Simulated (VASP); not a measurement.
Si, 2 atoms in the cell. The structure is cubic, space group Fd-3m (No. 227). Conventional cell: a = 5.427 Å, b = 5.427 Å, c = 5.427 Å, α = 90.00°, β = 90.00°, γ = 90.00°. Around Si (site symmetry -43m) lie 4 Si at 2.35 Å. 

| Quantity | Value |
| --- | --- |
| Program | VASP 6.6.1 |
| Task | single point |
| Functional | PBE |
| Potentials or basis | VASP PAW PBE potentials, release 64 (Si) |
| Cutoff | 600 eV |
| k mesh | 8 × 8 × 8 |
| Occupations | gaussian, width 0.02 eV |
| Spin | no spin polarisation |
| Further INCAR settings | ALGO = Normal; EDIFF = 1e-07; NBANDS = 11 |

Potentials or basis: VASP PAW PBE potentials, release 64 (Si).

Run with:

```bash
$ cat potpaw_PBE.64/Si/POTCAR > POTCAR
$ mpirun -np 1 vasp_std > vasp.out
```

Hardware: 1 thread of Intel(R) Xeon(R) Platinum 8375C CPU @ 2.90GHz (Ice Lake), with other jobs on the host.

Question: How long does it take, and how much memory?

Answer: Run time: 12 s on 1 thread of Intel(R) Xeon(R) Platinum 8375C CPU @ 2.90GHz (Ice Lake), with other jobs on the host, peak memory 0.16 GiB. Counts: scf iterations 13, k points 29.
